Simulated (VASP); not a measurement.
# MnHg (Pm-3m) in VASP: a series of runs, part 2 of 2

VASP 6.6.1. Earlier steps stand in the parts before.

## Step 3: Single point, r2SCAN, collinear spin, ferromagnetic start

INCAR

```
PREC = Accurate
ENCUT = 350
EDIFF = 1E-6
ISMEAR = 1
SIGMA = 0.15
LREAL = False
LASPH = True
NELM = 100
ALGO = Normal
ISIF = 2
LWAVE = False
LCHARG = False
ISPIN = 2
MAGMOM = 0 4
LORBIT = 11
LMAXMIX = 4
METAGGA = R2SCAN
LMIXTAU = True
NBANDS = 24
ADDGRID = False
```

KPOINTS

```
regular mesh
0
Gamma
  3 3 3
```

POSCAR

```
MnHg
1.0
    3.3150000000      0.0000000000      0.0000000000
    0.0000000000      3.3150000000      0.0000000000
    0.0000000000      0.0000000000      3.3150000000
Hg Mn
1 1
Direct
    0.0000000000      0.0000000000      0.0000000000
    0.5000000000      0.5000000000      0.5000000000
```

Potentials or basis: VASP PAW PBE potentials, release 64 (Hg, Mn_pv).

On the command line:

```
cat potpaw_PBE.64/Hg/POTCAR potpaw_PBE.64/Mn_pv/POTCAR > POTCAR
mpirun -np 1 vasp_std > vasp.out
```

OUTCAR:

```text
PREC = Accurate
   ENCUT = 350
   EDIFF = 1E-6
   ISMEAR = 1
   LREAL = False
   LASPH = True
   NELM = 100
   ISIF = 2
   ISPIN = 2
   LORBIT = 11
   METAGGA = R2SCAN

 Found      4 irreducible k-points:

 Following reciprocal coordinates:
            Coordinates               Weight
  0.000000  0.000000  0.000000      1.000000
  0.333333  0.000000  0.000000      6.000000
  0.333333  0.333333  0.000000     12.000000
  0.333333  0.333333  0.333333      8.000000
   k-points           NKPTS =      4   k-points in BZ     NKDIM =      4   number of bands    NBANDS=     24
   number of dos      NEDOS =    301   number of ions     NIONS =      2
   total plane-waves  NPLWV =   8000
   dimension x,y,z NGX =    20 NGY =   20 NGZ =   20
   dimension x,y,z NGXF=    40 NGYF=   40 NGZF=   40
   ions per type =               1   1
   NGX,Y,Z   is equivalent  to a cutoff of  10.03, 10.03, 10.03 a.u.
   NGXF,Y,Z  is equivalent  to a cutoff of  20.06, 20.06, 20.06 a.u.
 SYSTEM =  unknown system
   PREC   = accura    normal or accurate (medium, high low for compatibility)
   ISTART =      0    job   : 0-new  1-cont  2-samecut
   ICHARG =      2    charge: 1-file 2-atom 10-const
   ISPIN  =      2    spin polarized calculation?
   LNONCOLLINEAR =      F non collinear calculations
   LSORBIT =      F    spin-orbit coupling
   LASPH  =      T    aspherical Exc in radial PAW
   ENCUT  =  350.0 eV  25.72 Ry    5.07 a.u.   5.06  5.06  5.06*2*pi/ulx,y,z
   NELM   =    100;   NELMIN=  2; NELMDL= -5     # of ELM steps
   EDIFF  = 0.1E-05   stopping-criterion for ELM
   LREAL  =      F    real-space projection
   EDIFFG = 0.1E-04   stopping-criterion for IOM
   NSW    =      0    number of steps for IOM
   IBRION =     -1    ionic relax: 0-MD 1-quasi-New 2-CG
   NFREE  =      0    steps in history (QN), initial steepest desc. (CG)
   ISIF   =      2    stress and relaxation
   ISYM   =      2    0-nonsym 1-usesym 2-fastsym
   POTIM  = 0.5000    time-step for ionic-motion
   TEBEG  =    0.0;   TEEND  =   0.0 temperature during run
   PSTRESS=    0.0 pullay stress
   NELECT =      25.0000    total number of electrons
   NUPDOWN=      -1.0000    fix difference up-down
   EMIN   =  10.00;   EMAX   =-10.00  energy-range for DOS
   EFERMI =   0.00;   METHOD = LEGACY
   ISMEAR =     1;   SIGMA  =   0.15  broadening in eV -4-tet -1-fermi 0-gaus
   EFERMI_NEDOS =   21; number of points for ismear=-14 and -15
   IALGO  =     38    algorithm
   IMIX   =      4    mixing-type and parameters
     AMIX     =   0.40;   BMIX     =  1.00
     AMIX_MAG =   1.60;   BMIX_MAG =  1.00
  volume/ion in A,a.u.               =      18.21       122.92
  Fermi-wavevector in a.u.,A,eV,Ry     =   1.444014  2.728790 28.370534  2.085175
  Thomas-Fermi vector in A             =   2.562356
   LORBIT       =     11    0 simple, 1 ext, 2 COOP (PROOUT), +10 PAW based schemes
   METAGGA = R2SCAN    functional components
   LHFCALC =     F    Hartree Fock is set to
   AEXX    =    0.0000 exact exchange contribution
   IVDW    =     0    specifies the selected vdW correction
   LEPSILON=     F    determine dielectric tensor
   LRPA    =     F    only Hartree local field effects (RPA)
 spin polarized calculation
 Methfessel and Paxton  Order N= 1 SIGMA  =   0.15
  energy-cutoff  :      350.00
  volume of cell :       36.43
 maximum number of plane-waves:       553
   NGX = 11   NGY = 11   NGZ = 11

 number of electron      24.9999976 magnetization       3.5925914

 Free energy of the ion-electron system (eV)
  ---------------------------------------------------
  ext. energy  EPLUGINS =         0.00000000
  ---------------------------------------------------
  free energy    TOTEN  =       -63.80730365 eV

  energy without entropy =      -63.80249573  energy(sigma->0) =      -63.80570101

 E-fermi :   5.6385     XC(G=0): -12.6478

 val. band max:        4.8054362193   @ k =   0.3333   0.3333   0.3333
 cond. band min:       5.7039830996   @ k =   0.3333   0.3333   0.0000
 fundamental gap:      0.8985468803
 Fermi energy:         5.6384891999

 spin component 1

 k-point     1 :       0.0000    0.0000    0.0000
  band No.  band energies     occupation
      1     -47.1455      1.00000
      2     -47.1455      1.00000
      3     -47.1455      1.00000
      4      -4.4034      1.00000
      5      -3.1355      1.00000
      6      -3.1355      1.00000
[... 16 lines left out ...]
     23      23.4156      0.00000
     24      27.2004      0.00000

 k-point     2 :       0.3333    0.0000    0.0000
  band No.  band energies     occupation
      1     -47.1576      1.00000
      2     -47.1448      1.00000
      3     -47.1448      1.00000
      4      -3.2012      1.00000
      5      -2.9076      1.00000
      6      -2.2257      1.00000
[... 16 lines left out ...]
     23      20.3460      0.00000
     24      24.8974      0.00000

 k-point     3 :       0.3333    0.3333    0.0000
  band No.  band energies     occupation
      1     -47.1567      1.00000
      2     -47.1564      1.00000
      3     -47.1439      1.00000
      4      -3.0481      1.00000
      5      -2.8995      1.00000
      6      -2.3520      1.00000
[... 16 lines left out ...]
     23      23.8439      0.00000
     24      25.0062      0.00000

 k-point     4 :       0.3333    0.3333    0.3333
  band No.  band energies     occupation
      1     -47.1556      1.00000
      2     -47.1556      1.00000
      3     -47.1555      1.00000
      4      -2.9126      1.00000
      5      -2.7220      1.00000
      6      -2.7220      1.00000
[... 16 lines left out ...]
     23      26.2116      0.00000
     24      28.1320      0.00000
 Fermi energy:         5.6384891999

 spin component 2

 k-point     1 :       0.0000    0.0000    0.0000
  band No.  band energies     occupation
      1     -41.6740      1.00000
      2     -41.6740      1.00000
      3     -41.6740      1.00000
      4      -4.7511      1.00000
      5      -3.2318      1.00000
      6      -3.2318      1.00000
[... 16 lines left out ...]
     23      23.1863      0.00000
     24      28.6645      0.00000

 k-point     2 :       0.3333    0.0000    0.0000
  band No.  band energies     occupation
      1     -41.6911      1.00000
      2     -41.6731      1.00000
      3     -41.6731      1.00000
      4      -3.5383      1.00000
      5      -3.0584      1.00000
      6      -2.2628      1.00000
[... 16 lines left out ...]
     23      20.8222      0.00000
     24      25.7498      0.00000

 k-point     3 :       0.3333    0.3333    0.0000
  band No.  band energies     occupation
      1     -41.6897      1.00000
      2     -41.6890      1.00000
      3     -41.6716      1.00000
      4      -3.1362      1.00000
      5      -2.9948      1.00000
      6      -2.3038      1.00000
[... 16 lines left out ...]
     23      24.6553      0.00000
     24      25.3158      0.00000

 k-point     4 :       0.3333    0.3333    0.3333
  band No.  band energies     occupation
      1     -41.6878      1.00000
      2     -41.6878      1.00000
      3     -41.6878      1.00000
      4      -2.9547      1.00000
      5      -2.7773      1.00000
      6      -2.7773      1.00000
[... 16 lines left out ...]
     23      26.4726      0.00000
     24      28.0359      0.00000

------------------------ aborting loop because EDIFF is reached ----------------------------------------

  FORCE on cell =-STRESS in cart. coord.  units (eV):
  Direction    XX          YY          ZZ          XY          YZ          ZX
  --------------------------------------------------------------------------------------
  -------------------------------------------------------------------------------------
  Total       -0.3410488     -0.3410488     -0.3410488     -0.0000000      0.0000000     -0.0000000
  in kB      -14.9994891    -14.9994891    -14.9994891     -0.0000000      0.0000000     -0.0000000
  external PRESSURE =     -14.9994891 kB  Pullay stress =       0.0000000 kB

 VOLUME and BASIS-vectors are now :
 -----------------------------------------------------------------------------
  energy-cutoff  :      350.00
  volume of cell :       36.43
      direct lattice vectors                 reciprocal lattice vectors
     3.315000000  0.000000000  0.000000000     0.301659125  0.000000000  0.000000000
     0.000000000  3.315000000  0.000000000     0.000000000  0.301659125  0.000000000
     0.000000000  0.000000000  3.315000000     0.000000000  0.000000000  0.301659125

 POSITION                                       TOTAL-FORCE (eV/Angst)
 -----------------------------------------------------------------------------------
      0.00000      0.00000      0.00000         0.000000      0.000000      0.000000
      1.65750      1.65750      1.65750         0.000000      0.000000      0.000000
 -----------------------------------------------------------------------------------
    total drift:                               -0.000000      0.000000      0.000000

  FREE ENERGIE OF THE ION-ELECTRON SYSTEM (eV)
  ---------------------------------------------------
  free  energy   TOTEN  =       -63.8073036538 eV

  energy  without entropy=      -63.8024957294  energy(sigma->0) =      -63.80570101

 total charge

# of ion       s       p       d       tot
------------------------------------------
    1        0.814   0.551   9.243  10.608
    2        0.260   6.168   4.963  11.391
--------------------------------------------------
tot          1.075   6.719  14.206  21.999

 magnetization (x)

# of ion       s       p       d       tot
------------------------------------------
    1       -0.057  -0.175   0.030  -0.202
    2        0.016  -0.016   3.908   3.908
--------------------------------------------------
tot         -0.041  -0.191   3.938   3.706
```

OSZICAR:

```text
N       E                     dE             d eps       ncg     rms          rms(c)
DAV:   1     0.126908325736E+03    0.12691E+03   -0.11370E+04   400   0.924E+02
DAV:   2    -0.645505415919E+02   -0.19146E+03   -0.18317E+03   400   0.296E+02
DAV:   3    -0.704306522855E+02   -0.58801E+01   -0.58674E+01   472   0.603E+01
DAV:   4    -0.704710673162E+02   -0.40415E-01   -0.40414E-01   424   0.456E+00
DAV:   5    -0.704716962274E+02   -0.62891E-03   -0.62891E-03   472   0.551E-01    0.114E+01
DAV:   6    -0.640212699879E+02    0.64504E+01   -0.17065E+01   400   0.349E+01    0.128E+01
DAV:   7    -0.637735505831E+02    0.24772E+00   -0.31053E+00   400   0.149E+01    0.638E+00
DAV:   8    -0.637750907309E+02   -0.15401E-02   -0.11980E-01   392   0.256E+00    0.337E+00
DAV:   9    -0.638003649784E+02   -0.25274E-01   -0.68687E-02   384   0.165E+00    0.105E+00
DAV:  10    -0.638067089947E+02   -0.63440E-02   -0.14294E-02   392   0.847E-01    0.274E-01
DAV:  11    -0.638069793052E+02   -0.27031E-03   -0.16754E-03   400   0.289E-01    0.132E-01
DAV:  12    -0.638072916961E+02   -0.31239E-03   -0.52172E-04   408   0.154E-01    0.708E-02
DAV:  13    -0.638072873735E+02    0.43226E-05   -0.72306E-05   424   0.628E-02    0.217E-02
DAV:  14    -0.638073058220E+02   -0.18448E-04   -0.19775E-05   392   0.327E-02    0.640E-03
DAV:  15    -0.638073089926E+02   -0.31705E-05   -0.40852E-06   400   0.158E-02    0.361E-03
DAV:  16    -0.638073029659E+02    0.60267E-05   -0.55751E-07   296   0.508E-03    0.206E-03
DAV:  17    -0.638073036538E+02   -0.68791E-06   -0.15812E-07   200   0.308E-03
   1 F= -.63807304E+02 E0= -.63805701E+02  d E =-.480792E-02  mag=     3.5926
```

stdout:

```text
POSCAR found type information on POSCAR HgMn
 POSCAR found :  2 types and       2 ions
 scaLAPACK will be used
 -----------------------------------------------------------------------------
|                                                                             |
|                                                                             |
|     You enforced a specific xc type in the INCAR file but a different       |
|     I HOPE YOU KNOW WHAT YOU ARE DOING!                                     |
|                                                                             |
 -----------------------------------------------------------------------------

 LDA part: xc-table for (None), standard interpolation
 POSCAR, INCAR and KPOINTS ok, starting setup
 FFT: planning ... GRIDC
 FFT: planning ... GRID_SOFT
 FFT: planning ... GRID
 WAVECAR not read
 entering main loop
```

Wall time 30 s (1 thread of Intel Xeon Platinum 8488C (Sapphire Rapids), shared host); peak memory 0.13 GiB.

These settings aren't checked as converged: the numbers below hold their error.

What came out:

| Property | Result |
| --- | --- |
| Free energy | -63.8073 eV |
| Pressure | -1.5 GPa |
| Band gap on the k mesh | none (metal or under the smearing width) |
| Net moment | 3.59 μB per cell |
| Site moments | Hg -0.20; Mn +3.91 μB |
| Valence electrons inside the program's atomic spheres | Hg 10.61; Mn 11.39 |

Caveat: the k mesh is coarse (spacing up to 0.63 Å⁻¹), so the values aren't converged; the PAW data sets were made with another functional, which shifts forces and pressure a little.

## Step 4: Single point, r2SCAN, collinear spin, ferromagnetic start

INCAR is that of step 3.

KPOINTS is that of step 3.

POSCAR

```
MnHg
1.0
    3.3150000000      0.0000000000      0.0000000000
    0.0000000000      3.3150000000      0.0000000000
    0.0000000000      0.0000000000      3.3150000000
Hg Mn
1 1
Direct
   -0.0058010000      0.0109980000     -0.0122330000
    0.5154140000      0.4990250000      0.4770600000
```

On the command line:

```
cat potpaw_PBE.64/Hg/POTCAR potpaw_PBE.64/Mn_pv/POTCAR > POTCAR
mpirun -np 1 vasp_std > vasp.out
```

Wall time 36 s (1 thread of Intel Xeon Platinum 8488C (Sapphire Rapids), shared host); peak memory 0.14 GiB.

The run converged, but some of its settings lie outside the range that counts as converged, so its numbers aren't taken as properties of the crystal.

Results:

| Quantity | Value |
| --- | --- |
| Free energy | -63.7934 eV |
| Pressure | -1.3 GPa |
| Largest force | 0.299 eV/Å |
| Band gap on the k mesh | none (metal or under the smearing width) |
| Net moment | 3.59 μB per cell |
| Site moments | Hg -0.20; Mn +3.91 μB |
| Valence electrons inside the program's atomic spheres | Hg 10.61; Mn 11.39 |

Caveat: the k mesh is coarse (spacing up to 0.63 Å⁻¹), so the values aren't converged; the PAW data sets were made with another functional, which shifts forces and pressure a little.

## Step 5: The reference run

An earlier run on the cell as given: functional PBE; potentials or basis VASP PAW PBE potentials, release 64 (Hg, Mn_pv); cutoff 520 eV; k mesh 8 × 8 × 8; occupations fermi-dirac, width 0.05 eV; collinear spin, ferromagnetic start; starting moments [0.0, 4.0] μB.

- Pressure: 1.0 GPa
- Band gap on the k mesh: none (metal or under the smearing width)
- Net moment: 3.91 μB per cell
- Site moments: Hg -0.06; Mn +3.83 μB
- Valence electrons inside the program's atomic spheres: Hg 10.59; Mn 11.40
